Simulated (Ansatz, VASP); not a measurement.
# Two plane-wave programs on TePt2Se

```
Te Pt Se
1.0
     4.14614    0.00000    0.00000
    -2.07307    3.59067    0.00000
     0.00000    0.00000    5.58633
Te Pt Se
1 2 1
Direct
  0.33333 0.66667 0.50000
  0.66667 0.33333 0.75355
  0.66667 0.33333 0.24645
  0.00000 0.00000 0.00000
```

Alike in both runs: functional PBE; k mesh 12 × 12 × 8; occupations fermi-dirac, width 0.15 eV; no spin polarisation.

Ansatz relaxed the structure, and its values are those at the end. VASP's run is a single point on that final structure, the one shown.

|  | VASP | Ansatz |
| --- | --- | --- |
| version | VASP 6.6.1 | Ansatz 0.2.0 |
| potentials or method | VASP PAW PBE potentials, release 64 (Te, Pt, Se) | scalar-relativistic, plane waves, PAW |
| plane-wave cutoff (eV) | 520 | 420 |
| valence electrons in the cell | 32 | 68 |

|  | VASP | Ansatz | Ansatz less VASP |
| --- | --- | --- | --- |
| gap on the k mesh at the Fermi level (eV) | none | none | - |
| pressure (GPa) | -0.2 | 0.0 | +0.20 |
| rms of the force components (eV/Å) | 0.005 | 0.000 | -0.0043 |

A gap of «none» marks a metal or a gap that the smearing closes. The two sets of potentials don't hold the same shells in valence.

Spin-orbit coupling is left out, which matters for the levels of Pt, Te.
